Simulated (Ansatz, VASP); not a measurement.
**One calculation of H4RuCl, two programs**

```
H Ru Cl
1.0
     3.57774    0.00000    0.00000
     0.00000    3.57774    0.00000
     0.00000    0.00000    4.50652
H Ru Cl
4 1 1
Direct
  0.50000 0.00000 0.00000
  0.00000 0.50000 0.00000
  0.00000 0.00000 0.40756
  0.00000 0.00000 0.59244
  0.00000 0.00000 0.00000
  0.50000 0.50000 0.50000
```

Change from the starting cell: species swapped into the RbAlF4 type (P4/mmm, No. 123).

Alike in both runs: functional PBE; k mesh 6 × 6 × 4; occupations gaussian, width 0.1 eV; collinear spin.

Ansatz relaxed the structure, and its values are those at the end. VASP's run is a single point on that final structure, the one shown.

|  | VASP | Ansatz |
| --- | --- | --- |
| version | VASP 6.6.1 | Ansatz 0.2.0 |
| potentials or method | VASP PAW PBE potentials, release 64 (H, Ru_pv, Cl) | scalar-relativistic, plane waves, PAW |
| plane-wave cutoff (eV) | 520 | 420 |
| valence electrons in the cell | 25 | 27 |

```csv
,VASP,Ansatz,Ansatz less VASP
gap on the k mesh at the Fermi level (eV),none,none,-
pressure (GPa),-0.2,0.0,+0.18
net moment per atom (μB),0.37,0.37,0.000
size of the moment on the site where the two differ most (μB),1.63,1.00,-0.637
```

Site moments also hang on the region over which each program counts them. A gap of «none» marks a metal or a gap that the smearing closes. The two sets of potentials don't hold the same shells in valence.
